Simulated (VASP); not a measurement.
# NbAs: how cutoff and mesh change the relaxed cell, part 2 of 2

Aim: test the relaxed volume of NbAs against cutoff and mesh. The starting structure is a measured crystal structure from the Crystallography Open Database. The first relaxation on each setting starts from this cell expanded by 3 % in volume.

VASP 6.6.1.

Results so far: reference 17.16 Å³ an atom; a cutoff of 290 eV 17.10 Å³ an atom; a 4×4×4 mesh 17.23 Å³ an atom.

**5. Relaxation with a cutoff of 600 eV**

Level of this step: PBEsol; plane waves and PAW (Nb_sv, As) (VASP).

Against step 2 the input has ENCUT = 600. This run starts from the cell of an earlier relaxation, which isn't shown; the restart sets up the plane waves anew.

Input file INCAR:

```
SYSTEM = NbAs
PREC = Accurate
ENCUT = 600
EDIFF = 1E-06
NELM = 100
ISMEAR = 0
SIGMA = 0.03
LREAL = .FALSE.
ALGO = Normal
GGA = PS
NBANDS = 24
LASPH = .TRUE.
LORBIT = 11
LWAVE = .FALSE.
LCHARG = .FALSE.
KPAR = 8
IBRION = 2
NSW = 50
ISIF = 3
EDIFFG = -0.006
```

Input file POSCAR:

```
NbAs
1.0
   -3.4444940461      0.0000000000      0.0000000000
    0.0000000000      3.4444940461      0.0000000000
    1.7222470230     -1.7222470230     -5.7873955586
Nb As
2 2
Direct
    0.0012905654      0.5012905654      0.0025811308
    0.2512905654      0.2512905654      0.5025811308
    0.5827094346      0.0827094346      0.1654188692
    0.8327094346      0.8327094346      0.6654188692
```

Input file KPOINTS:

```
Automatic mesh
0
Gamma
6 6 6
0 0 0
```

PAW data sets: Nb_sv and As (PBE family, release 64).

Launch:

```console
$ mpirun -np 8 vasp_std
```

What it wrote:

```text
[... set-up lines as in an earlier step ...]
 entering main loop
       N       E                     dE             d eps       ncg     rms          rms(c)
DAV:   1     0.385534237667E+03    0.38553E+03   -0.20482E+04  1440   0.164E+03
DAV:   2    -0.359613704124E+01   -0.38913E+03   -0.37983E+03  1736   0.571E+02
DAV:   3    -0.347962224321E+02   -0.31200E+02   -0.30361E+02  2536   0.119E+02
DAV:   4    -0.370717724774E+02   -0.22756E+01   -0.22657E+01  2272   0.269E+01
[...]
DAV:  11    -0.350909277635E+02    0.10488E-04   -0.79562E-05  2256   0.686E-02    0.123E-02
DAV:  12    -0.350909252013E+02    0.25621E-05   -0.69934E-06  2096   0.259E-02    0.361E-03
DAV:  13    -0.350909248533E+02    0.34797E-06   -0.26015E-07  1344   0.447E-03
   1 F= -.35090925E+02 E0= -.35090783E+02  d E =-.350909E+02
[...]
reached required accuracy - stopping structural energy minimisation
```

Wall time 11 s (8 MPI ranks of Intel Xeon Platinum 8259CL at 2.50GHz (Skylake/Cascade Lake), shared host); peak memory 1.8 GiB.

OUTCAR, selected parts (step 5):

```text
  Total       -0.0025531     -0.0025531      0.0035913      0.0000000     -0.0000000      0.0000000
  in kB       -0.0595719     -0.0595719      0.0837965      0.0000000     -0.0000000      0.0000000
  external PRESSURE =      -0.0117824 kB  Pullay stress =       0.0000000 kB

 POSITION                                       TOTAL-FORCE (eV/Angst)
 -----------------------------------------------------------------------------------
     -0.00000      1.72225     -0.01494        -0.000000      0.000000     -0.002670
     -0.00000      0.00000     -2.90864        -0.000000      0.000000     -0.002670
     -1.72225      0.00000     -0.95734         0.000000     -0.000000      0.002670
     -1.72225      1.72225     -3.85104         0.000000     -0.000000      0.002670
 -----------------------------------------------------------------------------------
    total drift:                                0.000001     -0.000001     -0.000187

  FREE ENERGIE OF THE ION-ELECTRON SYSTEM (eV)
  ---------------------------------------------------
  free  energy   TOTEN  =       -35.0909248533 eV

  energy  without entropy=      -35.0906412112  energy(sigma->0) =      -35.09078303

[... 2 parts as in an earlier step ...]

[... 2 further parts left out ...]
[key lines of the parts left out:]
E-fermi :   9.6777
```

With a cutoff of 600 eV the cell ends at 17.166 Å³ an atom, +0.06 % from the reference.

**6. Relaxation with a 10×10×10 mesh**

Against step 2 the input has a 10×10×10 mesh. This run starts from the cell of an earlier relaxation, which isn't shown; the restart sets up the plane waves anew.

INCAR, as its differences from that of step 5:

```diff
@@ -2,3 +2,3 @@
 PREC = Accurate
-ENCUT = 600
+ENCUT = 450
 EDIFF = 1E-06
```

Input file POSCAR:

```
NbAs
1.0
   -3.4399116423      0.0000000000      0.0000000000
    0.0000000000      3.4399116423      0.0000000000
    1.7199558211     -1.7199558211     -5.7982664752
Nb As
2 2
Direct
    0.0012351590      0.5012351590      0.0024703180
    0.2512351590      0.2512351590      0.5024703180
    0.5827648410      0.0827648410      0.1655296820
    0.8327648410      0.8327648410      0.6655296820
```

Input file KPOINTS:

```
Automatic mesh
0
Gamma
10 10 10
0 0 0
```

Launch:

```console
$ mpirun -np 8 vasp_std
```

What it wrote:

```text
[... set-up lines as in an earlier step ...]
 entering main loop
       N       E                     dE             d eps       ncg     rms          rms(c)
DAV:   1     0.315922228658E+03    0.31592E+03   -0.17879E+04  4912   0.133E+03
DAV:   2    -0.105330447178E+02   -0.32646E+03   -0.31989E+03  6024   0.489E+02
DAV:   3    -0.357431710651E+02   -0.25210E+02   -0.24902E+02  9048   0.996E+01
DAV:   4    -0.371022433893E+02   -0.13591E+01   -0.13550E+01  7104   0.204E+01
[...]
DAV:  11    -0.351173727369E+02    0.13709E-04   -0.71064E-05  7168   0.666E-02    0.136E-02
DAV:  12    -0.351173704300E+02    0.23070E-05   -0.60350E-06  6912   0.229E-02    0.322E-03
DAV:  13    -0.351173702136E+02    0.21635E-06   -0.23196E-07  4744   0.433E-03
   1 F= -.35117370E+02 E0= -.35117151E+02  d E =-.351174E+02
[...]
reached required accuracy - stopping structural energy minimisation
```

Wall time 15 s (8 MPI ranks); peak memory 2.1 GiB.

OUTCAR, selected parts (step 6):

```text
  Total       -0.0140540     -0.0140540     -0.0140182      0.0000000      0.0000000     -0.0000000
  in kB       -0.3281840     -0.3281840     -0.3273479      0.0000000      0.0000000     -0.0000000
  external PRESSURE =      -0.3279053 kB  Pullay stress =       0.0000000 kB

 POSITION                                       TOTAL-FORCE (eV/Angst)
 -----------------------------------------------------------------------------------
     -0.00000      1.71996     -0.01432        -0.000000      0.000000     -0.002831
     -0.00000      0.00000     -2.91346        -0.000000      0.000000     -0.002831
     -1.71996      0.00000     -0.95979         0.000000     -0.000000      0.002831
     -1.71996      1.71996     -3.85892         0.000000     -0.000000      0.002831
 -----------------------------------------------------------------------------------
    total drift:                                0.000020     -0.000020     -0.000361

  FREE ENERGIE OF THE ION-ELECTRON SYSTEM (eV)
  ---------------------------------------------------
  free  energy   TOTEN  =       -35.1173702136 eV

  energy  without entropy=      -35.1169322830  energy(sigma->0) =      -35.11715125

[... 1 part as in an earlier step ...]

[... 3 further parts left out ...]
[key lines of the parts left out:]
E-fermi :   9.6889
```

With a 10×10×10 mesh the cell ends at 17.153 Å³ an atom, -0.02 % from the reference.

**7. All runs side by side**

```
               run  volume (Å³/atom)  change (%)  pressure left (GPa)  core minutes
         reference            17.156           -                -0.03          6.88
a cutoff of 290 eV            17.101       -0.32                -0.01          5.36
      a 4×4×4 mesh             17.23        0.43                -0.02          8.29
a cutoff of 600 eV            17.166        0.06                  0.0          11.9
   a 10×10×10 mesh            17.153       -0.02                -0.03          14.9
```

Core minutes are wall time times ranks, summed over the relaxations behind a row (those for a bulk modulus apart), on shared hosts.

**8. What came out**

```yaml
volume_of_the_reference: 17.16 Å³/atom
volume_against_the_reference_a_cutoff_of_290_ev: -0.32 %
volume_against_the_reference_a_4x4x4_mesh: +0.43 %
volume_against_the_reference_a_cutoff_of_600_ev: +0.06 %
volume_against_the_reference_a_10x10x10_mesh: -0.02 %
```

In words: The volume moves most with a 4×4×4 mesh: +0.43 %, a by -0.5 % and c by +1.4 % against the reference (450 eV, 6×6×6 mesh). On finer settings it changes by +0.06 % with a cutoff of 600 eV and -0.02 % with a 10×10×10 mesh. The relaxations stop with up to 0.03 GPa left, which at a bulk modulus of 50 GPa, to name a scale, is 0.07 % of the volume, and more along a soft axis. A cell that shrinks at the lower cutoff is the usual mark of Pulay stress, the error that a plane-wave basis makes when it is kept while the volume changes. Further runs on this material are not shown.

[Lines on the potential files, build, host, timing and source positions are cut from VASP's logs without a mark.]

[Logs are printed without paths, hosts, clocks, repeated set-up lines and the standing remarks that a program may print on its own settings, such as how far it seeks lower states.]

[Hosts, paths, dates, database ids (printed as entryN), source tags and the programs' standing remarks are cut or masked in the printed files.]
